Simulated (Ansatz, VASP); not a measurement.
**Mo (Mo(110)): VASP beside Ansatz**

One calculation is typed for both programs; each brings its own data sets and cutoff. How far apart do they land?

Program: Ansatz 0.2.0. Level of theory: plane waves, with VASP 6.6.1 beside it; band structure at PBE. Results are calculated unless marked as measured.

In doubt: too few empty bands were carried, so the values of those runs are not to be relied on.

## 1. Set-up

The cell holds 7 atoms: 7 Mo. Its edges and angles: a = 2.728 Å, b = 2.728 Å, c = 31.364 Å, α = 90.0°, β = 90.0°, γ = 70.5°. Vacuum lies along c.

Structure file:

```cif
data_structure
_symmetry_space_group_name_H-M 'P 1'
_symmetry_Int_Tables_number 1
_cell_length_a 2.7280
_cell_length_b 2.7280
_cell_length_c 31.3643
_cell_angle_alpha 90.000
_cell_angle_beta 90.000
_cell_angle_gamma 70.529
_cell_volume 220.06
loop_
_atom_site_label
_atom_site_type_symbol
_atom_site_fract_x
_atom_site_fract_y
_atom_site_fract_z
_atom_site_occupancy
Mo1 Mo 0.00000 0.00000 0.28695 1
Mo2 Mo 0.50000 0.50000 0.35797 1
Mo3 Mo 0.00000 0.00000 0.42898 1
Mo4 Mo 0.50000 0.50000 0.50000 1
Mo5 Mo 0.00000 0.00000 0.57102 1
Mo6 Mo 0.50000 0.50000 0.64203 1
Mo7 Mo 0.00000 0.00000 0.71305 1
```

## 2. Ansatz: band structure, PBE

Ansatz runs on its default PAW (the set named soft_2) files.

Levels along a path test the potential and the projectors away from the mesh points.

Input file input.yaml:

```yaml
crystal:
  lattice:
    - [2.2273863607, -1.575, 0.0]
    - [2.2273863607, 1.575, 0.0]
    - [0.0, 0.0, 31.3643181644]
  atoms:
    - { symbol: Mo, position: [0.0, 0.0, 0.2869502838] }
    - { symbol: Mo, position: [0.5, 0.5, 0.3579668559] }
    - { symbol: Mo, position: [0.0, 0.0, 0.4289834279] }
    - { symbol: Mo, position: [0.5, 0.5, 0.5] }
    - { symbol: Mo, position: [0.0, 0.0, 0.5710165721] }
    - { symbol: Mo, position: [0.5, 0.5, 0.6420331441] }
    - { symbol: Mo, position: [0.0, 0.0, 0.7130497162] }
hamiltonian:
  xc: pbe
  pseudopotentials: { kind: paw }
kpoints:
  mp_grid: { grid: [16, 16, 1] }
  band_path:
    path:
      - [0.0, 0.0, 0.0]
      - [0.02885, -0.02885, 0.0]
      - [0.08654, -0.08654, 0.0]
      - [0.14423, -0.14423, 0.0]
      - [0.20192, -0.20192, 0.0]
      - [0.25962, -0.25962, 0.0]
      - [0.31731, -0.31731, 0.0]
      - [0.375, -0.375, 0.0]
      - [0.39423, -0.31731, 0.0]
      - [0.43269, -0.20192, 0.0]
      - [0.45192, -0.14423, 0.0]
      - [0.49038, -0.02885, 0.0]
      - [0.52885, 0.08654, 0.0]
      - [0.56731, 0.20192, 0.0]
      - [0.60577, 0.31731, 0.0]
      - [0.625, 0.375, 0.0]
      - [0.60577, 0.39423, 0.0]
      - [0.58654, 0.41346, 0.0]
      - [0.56731, 0.43269, 0.0]
      - [0.54808, 0.45192, 0.0]
      - [0.53846, 0.46154, 0.0]
      - [0.51923, 0.48077, 0.0]
      - [0.5, 0.5, 0.0]
      - [0.46154, 0.46154, 0.0]
      - [0.38462, 0.38462, 0.0]
      - [0.30769, 0.30769, 0.0]
      - [0.23077, 0.23077, 0.0]
      - [0.15385, 0.15385, 0.0]
      - [0.07692, 0.07692, 0.0]
      - [0.0, 0.0, 0.0]
    npoints: 1
scf:
  occupations: { method: fermi_dirac, width: 0.1 }
  n_extra_bands: 9
efield:
  axis: 3
  dipole_correction: true
  ramp_width: 0.04
output:
  forces: true
  eigenvalues: true
```

Run with:

```sh
$ ansatz run input.yaml --threads 4 --pin off --max-ram 9216MiB --backend cpu --events-out ev --progress --plain --runs-dir out
```

Numbers of over 12 decimals in the logs are rounded to 6 here.

The log of the run:

```text
scf.n_extra_bands = 9 over 49 filled bands (N_el = 98.0): the run solves 58 bands
Engine: ansatz 0.2.0, aarch64-unknown-linux-gnu
Pseudopotentials: kind: paw
Pseudopotential: Mo, paw, valence charge 14, recommended cutoff 420 eV (normal), Mo.paw.azcp
Functional definition: PBE
  parameter kappa = 0.804
  parameter beta = 0.066725
  exchange = pbe_x(kappa = kappa, mu = beta*pi^2/3)
  correlation = pbe_c(beta = beta)
Crystal: 7 atoms, lattice volume = 220.060 Å³
Basis set: ecut = 420 eV, 4371 PW (Γ), exchange–correlation on 40×40×432 points (8 copies of the dense FFT grid, shifted against one another)
Bands: 58, of which v1, the nominal top of the filled ones, is band 49 counted from 1 (48 counted from 0)
Symmetry: 4 space group operations
k-points: 73 of 256
Non-local potential: Mo, projectors of the file, l = 0: 3, l = 1: 2, l = 2: 2, l = 3: 1
PAW form: soft (Blöchl's): semilocal exchange-correlation on the pseudo side does not see the compensation charge
PAW one-centre angular grid: Mo, 590 points (default); XC on 64 Gauss nodes
Initial density: superposition of atomic densities (neutral atoms: chi_scale 0, normalization atom), corrected by the library's trained network
Initial wavefunctions: pseudopotential atomic-orbital guess
Functional: x = pbe(κ = 0.804, μ = 0.219515), c = pbe(β = 0.066725)
SCF iter   1: F=—  HF=-34689.738413 eV  |F-HF|=—  |Δ(HF+E_count)|=         —  Δρ=3.74e-3  dr2=2.12e-1  ethr=1.77e-3  p=0.000 e·Å  D=5.29e-14 V/Å  ΔV_dip=-0.00 eV  dr2_dipole=8.88e-7  V_vac-E_F(+/−)=4.86/4.86 eV  ⟨swp⟩=8.4  Hψ=20289  notcnv=0
efield: sawtooth ramp at fractional position 0.9800 (placed from the atoms, in the widest stretch of the axis that holds none; the zero of the levels goes with the place), width 0.0400; the density the first Hamiltonian is built on has a dipole p = 0.000 e·Å; the dipole correction subtracts the counter field D = 5.29e-14 V/Å, which shifts the + side's vacuum level by -0.00 eV against the − side's; the planar-averaged density in the ramp window peaks in size at 1.5e-5 e/Å³
preconditioner: auto → LDOS  [metal: Δε(μ)=0.005 eV  Ē_g=3.957 eV  σ=0.100 eV  W_gap=0.01  n_scr=22 (ndim 8)  ℏωp=16.2 eV  f_vac=0.453  D(μ)=5.37/eV (n_scr^D=20)  β→1.0]
SCF iter   2: F=—  HF=-34689.734718 eV  |F-HF|=—  |Δ(HF+E_count)|=   3.70e-3  Δρ=1.64e-3  dr2=2.14e-2  ethr=2.16e-4  p=0.000 e·Å  D=5.29e-6 V/Å  ΔV_dip=-0.00 eV  dr2_dipole=8.97e-7  V_vac-E_F(+/−)=4.68/4.68 eV  ⟨swp⟩=1.8  Hψ=5427  notcnv=0
SCF iter   3: F=—  HF=-34689.732920 eV  |F-HF|=—  |Δ(HF+E_count)|=   1.80e-3  Δρ=3.64e-4  dr2=1.08e-3  ethr=2.18e-5  p=0.000 e·Å  D=7.64e-7 V/Å  ΔV_dip=-0.00 eV  dr2_dipole=9.85e-8  V_vac-E_F(+/−)=4.69/4.69 eV  ⟨swp⟩=2.3  Hψ=6004  notcnv=0
SCF iter   4: F=—  HF=-34689.732823 eV  |F-HF|=—  |Δ(HF+E_count)|=   9.77e-5  Δρ=1.12e-4  dr2=6.39e-5  ethr=1.10e-6  p=0.000 e·Å  D=1.33e-7 V/Å  ΔV_dip=-0.00 eV  dr2_dipole=1.54e-8  V_vac-E_F(+/−)=4.67/4.67 eV  ⟨swp⟩=3.0  Hψ=7250  notcnv=0
SCF iter   5: F=—  HF=-34689.733184 eV  |F-HF|=—  |Δ(HF+E_count)|=   3.61e-4  Δρ=3.84e-5  dr2=9.36e-6  ethr=6.52e-8  p=-0.000 e·Å  D=-3.54e-7 V/Å  ΔV_dip=0.00 eV  dr2_dipole=9.55e-10  V_vac-E_F(+/−)=4.67/4.67 eV  ⟨swp⟩=2.9  Hψ=7128  notcnv=0
SCF iter   6: F=—  HF=-34689.733188 eV  |F-HF|=—  |Δ(HF+E_count)|=   3.69e-6  Δρ=1.68e-5  dr2=2.05e-6  ethr=9.55e-9  p=-0.000 e·Å  D=-3.47e-7 V/Å  ΔV_dip=0.00 eV  dr2_dipole=4.66e-12  V_vac-E_F(+/−)=4.66/4.66 eV  ⟨swp⟩=2.5  Hψ=6673  notcnv=0
SCF iter   7: F=—  HF=-34689.733188 eV  |F-HF|=—  |Δ(HF+E_count)|=   2.85e-7  Δρ=4.84e-6  dr2=2.49e-7  ethr=2.10e-9  p=-0.000 e·Å  D=-3.04e-7 V/Å  ΔV_dip=0.00 eV  dr2_dipole=6.53e-11  V_vac-E_F(+/−)=4.66/4.66 eV  ⟨swp⟩=2.4  Hψ=6207  notcnv=0
SCF iter   8: F=—  HF=-34689.733190 eV  |F-HF|=—  |Δ(HF+E_count)|=   1.88e-6  Δρ=9.52e-6  dr2=2.90e-6  ethr=1.02e-10  p=-0.000 e·Å  D=-1.99e-7 V/Å  ΔV_dip=0.00 eV  dr2_dipole=4.07e-9  V_vac-E_F(+/−)=4.66/4.66 eV  ⟨swp⟩=9.6  Hψ=18627  notcnv=0  recentre
SCF iter   9: F=—  HF=-34689.733190 eV  |F-HF|=—  |Δ(HF+E_count)|=   3.65e-8  Δρ=8.14e-6  dr2=2.01e-6  ethr=2.54e-10  p=-0.000 e·Å  D=-1.87e-7 V/Å  ΔV_dip=0.00 eV  dr2_dipole=2.95e-9  V_vac-E_F(+/−)=4.66/4.66 eV  ⟨swp⟩=1.8  Hψ=4520  notcnv=0
SCF iter  10: F=—  HF=-34689.733190 eV  |F-HF|=—  |Δ(HF+E_count)|=   1.06e-8  Δρ=4.70e-6  dr2=6.97e-7  ethr=2.54e-10  p=-0.000 e·Å  D=-9.29e-8 V/Å  ΔV_dip=0.00 eV  dr2_dipole=6.96e-10  V_vac-E_F(+/−)=4.66/4.66 eV  ⟨swp⟩=1.7  Hψ=4399  notcnv=0
SCF iter  11: F=-34689.733190 eV  HF=-34689.733190 eV  |F-HF|=7.56e-8  |Δ(HF+E_count)|=   5.52e-9  Δρ=1.68e-6  dr2=8.02e-8  ethr=1.02e-10  p=-0.000 e·Å  D=-2.65e-8 V/Å  ΔV_dip=0.00 eV  dr2_dipole=1.00e-10  V_vac-E_F(+/−)=4.66/4.66 eV  ⟨swp⟩=3.5  Hψ=14233  notcnv=0
WARN: the bands leave out some 1.095e-3 electrons a cell, over the threshold 1e-3 (by scf.eigensolver.empty_state_threshold): the first level above them, at 8.4965 eV, would hold 1.219e-1 of 2 at k-index 37, k = (0.1875, 0.1875, 0.0000) — raise scf.n_extra_bands (try 67 bands in all)
SCF 1 converged in 11 iterations: F = -34689.733190 eV  dr2 = 8.02e-8
  greatest PAW one-centre occupation: 0.998 electrons in one spin orbital (limit 2), on the Mo atom at site 6 (counted from 0), in its partial waves of l = 0
NSCF: frozen V_eff on 30 k-points
efield: sawtooth ramp at fractional position 0.9800 (kept from the solve that this one continues, or follows in the run), width 0.0400; the density the first Hamiltonian is built on has a dipole p = -0.000 e·Å; the dipole correction subtracts the counter field D = -2.65e-8 V/Å, which shifts the + side's vacuum level by +0.00 eV against the − side's; the planar-averaged density in the ramp window peaks in size at 8.0e-7 e/Å³
SCF converged after 11 iterations
Free energy (F): -34689.733190 eV
Harris-Foulkes:  -34689.733190 eV  (|F-HF|=7.56e-8)
Internal energy: -34689.554128 eV  (E = F + TS)
E sigma→0 (E₀):  -34689.643659 eV
Entropy (-TS):   -0.179061 eV (-25.580 meV/atom)
Fermi energy:    8.223038 eV
Dipole field:    D = 0.000013 V/Å  (p = 0.000016 e·Å, saw-weighted, corrected)
Work function:   Φ+ = 4.6605 eV   Φ− = 4.6609 eV
Levels:          The Fermi level and band energies are counted from a zero that moves with the ramp; work functions are not
--- Per-component energies (eV) ---
  E_band       = -1637.884530
  E_kinetic    = 3080.717928
  E_local      = -171274.129868  (includes V_loc(G=0)·N_el)
  E_nonlocal   = 1000.669389
  E_hartree    = 84080.448046
  E_xc         = -1281.014751
  E_vxc        = -1598.402227  (∫ρ·V_xc dr)
  E_paw        = -22408.879275  (= ΣΔE_a)
  E_vpaw       = -1007.721513  (= ΣTr[D̂ρ^β])
  E_aug_tail   = 0.000297  (compensation charges beyond the density's cutoff)
  E_efield     = 0.000000  (sawtooth field / dipole correction)
  E_vefield    = 0.000000  (∫n·V_field dr)
  E_ewald      = 72112.634106
  E_smearing   = -0.179061  (= −TS)
  E_closure    = 0.000000  (closes the sum)
  Σ components = -34689.733190   (vs F -34689.733190, Δ=0.00e0)
--- Forces (eV/Å), atoms counted from 1 ---
  atom   1  Mo     0.00000000     0.00000000     0.51172801
  atom   2  Mo     0.00000000    -0.00000000    -0.62385224
  atom   3  Mo     0.00000000    -0.00000000    -0.02099221
  atom   4  Mo     0.00000000    -0.00000000    -0.00000083
  atom   5  Mo     0.00000000     0.00000000     0.02099092
  atom   6  Mo     0.00000000     0.00000000     0.62385407
  atom   7  Mo     0.00000000    -0.00000000    -0.51172853
  max |Σ_I F_I| component: 8.18e-7 eV/Å
--- Band table (eV; the first three rows and the last of 73) ---
  k-point 0: bands = [... 45 lower, 6.8546, 7.0372, 7.1763, 7.5640, 8.0464, 8.4148, 8.8963, 9.3430, ... 5 higher]
  k-point 1: bands = [... 45 lower, 6.9116, 7.0180, 7.1447, 7.7103, 7.8200, 8.5766, 8.5913, 9.0618, ... 5 higher]
  k-point 2: bands = [... 45 lower, 6.6696, 7.2044, 7.2703, 7.5295, 7.8669, 8.2053, 8.2731, 8.9711, ... 5 higher]
  k-point 72: bands = [... 45 lower, 8.6060, 8.6828, 9.0700, 9.1538, 9.3433, 9.5162, 9.7214, 10.4854, ... 5 higher]
```

Wall time 40 s (4 threads of Arm Neoverse V1, shared host); peak memory 0.95 GiB; 2.6 min of CPU time.

[end of part 1 of 2]

[Lines on the potential files, build, host, timing and source positions are cut from VASP's logs without a mark.]

[Logs are printed without paths, hosts, clocks, repeated set-up lines and the standing remarks that a program may print on its own settings, such as how far it seeks lower states.]

[Hosts, paths, dates, database ids (printed as entryN), source tags and the programs' standing remarks are cut or masked in the printed files.]
